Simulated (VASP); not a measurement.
A run of VASP 6.6.1 is set up as follows.

INCAR

```
PREC     = Accurate       # precision mode
ENCUT    = 520            # plane-wave cutoff, eV
EDIFF    = 1E-7           # SCF threshold, eV
ISMEAR   = -1             # smearing method
SIGMA    = 0.02           # smearing width, eV
LREAL    = F              # projectors in reciprocal space
LASPH    = T              # aspherical terms in the spheres
NELM     = 120            # most SCF steps
ALGO     = Normal         # electronic algorithm
ISIF     = 2              # what is computed and relaxed
LWAVE    = F              # write WAVECAR
LCHARG   = F              # write CHGCAR
ISPIN    = 2              # spin polarisation
MAGMOM   = 4 -4 4 0       # initial moments
LORBIT   = 11             # projections on sites
LMAXMIX  = 6              # l up to which the mixer works
LDAU     = T              # DFT+U
LDAUTYPE = 2            
LDAUL    = 3 -1           # shell
LDAUU    = 7 0            # U, eV
LDAUJ    = 0 0          
LDAUPRINT= 1            
GGA      = PE             # functional
IVDW     = 11             # dispersion correction
LOPTICS  = T              # frequency-dependent dielectric function
NBANDS   = 42             # bands
NEDOS    = 2000           # points of the DOS
CSHIFT   = 0.1
```

Contents of KPOINTS:

```
Automatic mesh
0
Gamma
  6 6 6
```

Contents of POSCAR:

```
LiPm3
1.0
    4.9989420000      0.0000000000      0.0000000000
    0.0000000000      4.9989420000      0.0000000000
    0.0000000000      0.0000000000      4.9989420000
Pm Li
3 1
Cartesian
    0.0000000000      2.4994710000      2.4994710000
    2.4994710000      0.0000000000      2.4994710000
    2.4994710000      2.4994710000      0.0000000000
    0.0000000000      0.0000000000      0.0000000000
```

Potentials or basis: VASP PAW PBE potentials, release 64 (Pm_3, Li_sv), 4f in core.

Launch:

```bash
$ cat potpaw_PBE.64/Pm_3/POTCAR potpaw_PBE.64/Li_sv/POTCAR > POTCAR
$ mpirun -np 1 vasp_std > vasp.out
```

**Question.** Estimate the dispersion energy per atom.

**Answer.** -0.291 eV.

**Question.** What does it give for the band gap on the k mesh?

**Answer.** None (metal or under the smearing width).

Eigenvalues of the final occupation matrices:
| site | spin | trace | eigenvalues |
| --- | --- | --- | --- |
| site 1 f | 1 | 0.00 | 0.00 0.00 0.00 0.00 0.00 0.00 0.00 |
| site 1 f | 2 | 0.00 | 0.00 0.00 0.00 0.00 0.00 0.00 0.00 |
| site 2 f | 1 | 0.00 | 0.00 0.00 0.00 0.00 0.00 0.00 0.00 |
| site 2 f | 2 | 0.00 | 0.00 0.00 0.00 0.00 0.00 0.00 0.00 |
| site 3 f | 1 | 0.00 | 0.00 0.00 0.00 0.00 0.00 0.00 0.00 |
| site 3 f | 2 | 0.00 | 0.00 0.00 0.00 0.00 0.00 0.00 0.00 |

Caveat: the magnetic or orbital state may not be the lowest; U is put on an f shell that these potentials keep in the core, so it has next to no effect; spectra need much finer meshes, so this one isn't converged; independent-particle spectra lack excitons; the intraband (Drude) part of a metal's response may be missing; spin-orbit coupling is left out, which moves the levels of the heavy elements; the 4f electrons are frozen in the core as for a trivalent ion, so they carry no moment and show no levels; the U is typed as a test and isn't derived for this compound. The state reached can hang on the start; a lower one may exist.
